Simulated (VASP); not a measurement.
Level of theory: r2SCAN meta-GGA, VASP's PBE PAW potentials (set 64) (plane waves; VASP).

VASP ran on this input.

### POSCAR
```
LuSe
1
    0.0000000000     2.7972700000     2.7972700000
    2.7972700000     0.0000000000     2.7972700000
    2.7972700000     2.7972700000     0.0000000000
Lu Se
1 1
Direct
  0.0000000000   0.0000000000   0.0000000000
  0.5000000000   0.5000000000   0.5000000000
```

File KPOINTS:
```
kpoints
0
Gamma
 10 10 10
```

INCAR:
```
SYSTEM = LuSe
PREC = Accurate
ENCUT = 480
EDIFF = 1E-7
NELM = 100
ALGO = Normal
LREAL = .FALSE.
LASPH = .TRUE.
ISMEAR = 1
SIGMA = 0.1
METAGGA = R2SCAN
LMIXTAU = .TRUE.
LMAXMIX = 6
LWAVE = .FALSE.
LCHARG = .FALSE.
ISIF = 2
```

POTCAR, in this order: Lu_3 Se (PBE.64 set). Program: vasp_std.

Estimate the energy per atom (σ→0), band gap (on the k-mesh).

- energy per atom (σ→0): -28.003 eV/atom
- band gap (on the k-mesh): none (metal, semimetal or under 0.01 eV)

OSZICAR:
```
...
DAV:  15    -0.560053264575E+02   -0.79291E-05   -0.13584E-05  1750   0.455E-02    0.125E-02
DAV:  16    -0.560053426838E+02   -0.16226E-04   -0.54395E-06  1706   0.255E-02    0.197E-03
DAV:  17    -0.560053434280E+02   -0.74419E-06   -0.24573E-06  1652   0.153E-02    0.111E-03
DAV:  18    -0.560053440619E+02   -0.63393E-06   -0.25536E-07  1259   0.568E-03    0.116E-03
DAV:  19    -0.560053447188E+02   -0.65688E-06   -0.15582E-07  1178   0.449E-03    0.608E-04
DAV:  20    -0.560053448229E+02   -0.10406E-06   -0.20073E-08   787   0.423E-03    0.342E-04
DAV:  21    -0.560053448728E+02   -0.49918E-07   -0.19317E-08   774   0.269E-03
   1 F= -.56005345E+02 E0= -.56005507E+02  d E =0.487229E-03
```

The structure comes from a computed database's LuSe entry (Fm-3m); how it stands against other phases isn't given here. The cell was not relaxed at this level. The electron count is odd and the run is not spin-polarised, which forces a metal.
